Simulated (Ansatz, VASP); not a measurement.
# KNi in VASP and in Ansatz

File INCAR:

```
ALGO = Normal ; EDIFF = 1E-6
ENCUT = 520 ; GGA = PS
ISIF = 2 ; ISMEAR = -1
LASPH = True ; LCHARG = False
LDAU = True ; LDAUJ = 0 0
LDAUL = -1 2 ; LDAUPRINT = 1
LDAUTYPE = 2 ; LDAUU = 0 5
LMAXMIX = 4 ; LREAL = False
LWAVE = False ; NBANDS = 27
NELM = 150 ; PREC = Accurate
SIGMA = 0.05
```

Contents of KPOINTS:

```
k-points
0
Gamma
  4 4 6
```

File POSCAR:

```
KNi
1.0
    3.6604778900      3.6604778900      0.0000000000
   -3.6604778900      3.6604778900      0.0000000000
    0.0000000000      0.0000000000      3.4788877700
K Ni
2 2
Direct
    0.0000000000      0.0000000000      0.0000000000
    0.5000000000      0.5000000000      0.0000000000
    0.5000000000      0.0000000000      0.5000000000
    0.0000000000      0.5000000000      0.5000000000
```

Contents of input.yaml:

```yaml
crystal:
  lattice:
    - [3.66047789, 3.66047789, 0.0]
    - [-3.66047789, 3.66047789, 0.0]
    - [0.0, 0.0, 3.47888777]
  atoms:
    - { symbol: K, position: [0.0, 0.0, 0.0] }
    - { symbol: K, position: [0.5, 0.5, 0.0] }
    - { symbol: Ni, position: [0.5, 0.0, 0.5] }
    - { symbol: Ni, position: [0.0, 0.5, 0.5] }
hamiltonian:
  xc: pbesol
  pseudopotentials: { kind: paw }
  hubbard: { sites: [{ species: Ni, l: d, u_eff: 5.0 }] }
kpoints:
  mp_grid: { grid: [4, 4, 6] }
scf:
  occupations: { method: fermi_dirac, width: 0.05 }
output:
  forces: true
  stress: true
  eigenvalues: true
  write_density: true
  write_potential: true
  elf: true
  volumetric_format: npy
```

The cell was built by a generator and needn't be a form met in nature.

Alike in both runs: task single point; functional PBEsol; k mesh 4 × 4 × 6; occupations fermi-dirac, width 0.05 eV; no spin polarisation; Hubbard terms Ni d U = 5 eV.

|  | VASP | Ansatz |
| --- | --- | --- |
| version | VASP 6.6.1 | Ansatz 0.2.0 |
| potentials or method | VASP PAW PBE potentials, release 64 (K_sv, Ni) | Ansatz PAW |
| plane-wave cutoff (eV) | 520 | 420 |
| valence electrons in the cell | 38 | 54 |

|  | VASP | Ansatz | Ansatz less VASP |
| --- | --- | --- | --- |
| gap on the k mesh at the Fermi level (eV) | none | none | - |
| pressure (GPa) | -0.1 | -0.2 | -0.14 |
| largest component of the traceless stress (GPa) | 0.28 | 0.21 | -0.068 |

The programs project onto different local orbitals, so the same U acts differently. A gap of «none» marks a metal or a gap that the smearing closes. The two sets of potentials don't hold the same shells in valence.

Caveats: U without spin polarisation on a metal has little footing; the U is typed as a test and isn't derived for this compound; the PAW data sets were made with another functional, which shifts forces and pressure a little (VASP); the PAW data sets come from PBE, with cores solved anew for the run's functional, which leaves a small shift of forces and pressure (Ansatz). Spin polarisation is off, so any magnetic state and its effect on volume and gap are missing.
